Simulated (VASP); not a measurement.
Consider the following.

```
HgTe
1.0
    3.65165     0.00000     0.00000
   -1.82583     3.16243     0.00000
    0.00000     0.00000     7.25046
Hg Te
2 2
Cartesian
  0.00000   0.00000   7.25046
  0.00000   0.00000   3.62523
  0.00000   2.10829   1.81261
  1.82583   1.05414   5.43784
```

Calculation: PBEsol GGA, VASP's PBE PAW potentials (set 64) (plane waves; VASP). Run with 500 eV cut-off, 10×10×5 Γ-centred mesh, first-order Methfessel-Paxton smearing of 0.10 eV, potentials Hg Te.

Energy and stress use the plane-wave basis of the starting cell.

**Question.** The ions, cell shape and volume at an external pressure of 45.0 GPa are relaxed. Predict the relaxed structure.

**Answer.** 
```
HgTe
1.0
    3.47150     0.00000     0.00000
   -1.73575     3.00642     0.00000
    0.00000     0.00000     7.43140
Hg Te
2 2
Direct
  0.00000   0.00000   0.00000
  0.00000   0.00000   0.50000
  0.33333   0.66667   0.25000
  0.66667   0.33333   0.75000
```
Space group P6_3/mmc (194), at a tolerance of 0.03 Å.

**Question.** How do energy and volume change from the first to the last step?

**Answer.** The energy (σ→0) changes by +360.1 meV/atom and the volume by -7.4 %, in 12 ionic steps.

The structure was generated: HgTe was put into the NiAs type type (P6_3/mmc), which need not be its known phase. This run relaxes it under an external pressure of 45 GPa. Symmetry was kept, so distortions that lower it aren't found.
